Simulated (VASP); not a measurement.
Write the native input for VASP 6.6.1 that does the following.

- Task: relaxation of the atoms
- Functional: optB88-vdW
- Potentials or basis: VASP PAW PBE potentials, release 64 (Mo_sv, S)
- Cutoff: 520 eV
- k mesh: 12 × 12 × 3
- Occupations: gaussian, width 0.05 eV
- Spin: no spin polarisation
- Further INCAR settings: ALGO = Normal; EDIFF = 1e-06; IBRION = 2; EDIFFG = -0.02; NSW = 60

The structure of MoS2 lies in POSCAR:

```
MoS2
1.0
    3.1690000000      0.0000000000      0.0000000000
   -1.5845000000      2.7444345000      0.0000000000
    0.0000000000      0.0000000000     12.9402000000
Mo S
2 4
Direct
    0.3333333300      0.6666666700      0.2500000000
    0.6666666700      0.3333333300      0.7500000000
    0.3333333300      0.6666666700      0.6290476200
    0.6666666700      0.3333333300      0.1290476200
    0.3333333300      0.6666666700      0.8709523800
    0.6666666700      0.3333333300      0.3709523800
```

These files were run (other wordings do the same):

INCAR

```
SYSTEM = MoS2
AGGAC = 0.0
ALGO = Normal
EDIFF = 1E-6
EDIFFG = -0.02
ENCUT = 520
GGA = BO
IBRION = 2
ISIF = 2
ISMEAR = 0
KPAR = 2
LASPH = .True.
LCHARG = .False.
LREAL = .False.
LUSE_VDW = .True.
LWAVE = .False.
NELM = 60
NSW = 60
PARAM1 = 0.1833333333
PARAM2 = 0.22
PREC = Accurate
SIGMA = 0.05
```

KPOINTS

```
k-points
0
Gamma
  12 12 3
  0 0 0
```

Potentials or basis: VASP PAW PBE potentials, release 64 (Mo_sv, S).

The run is started by

```sh
$ cat potpaw_PBE.64/Mo_sv/POTCAR potpaw_PBE.64/S/POTCAR > POTCAR
$ mpirun -np 2 vasp_std > vasp.out
```

It gave:

```json
{
 "Energy gained by relaxing": "1.5 meV/atom",
 "Ionic steps": "3",
 "Pressure after relaxing": "0.7 GPa",
 "Band gap on the k mesh": "1.11 eV, indirect (least direct gap 1.70 eV)"
}
```

Caveat: the PAW data sets were made with another functional, which shifts forces and pressure a little; an odd mesh through Γ misses points on the zone boundary, where band edges often lie.

Wall time 7.9 min on 2 MPI ranks on Intel(R) Xeon(R) Platinum 8375C CPU @ 2.90GHz (Ice Lake) (shared host), peak memory 0.57 GiB a rank.
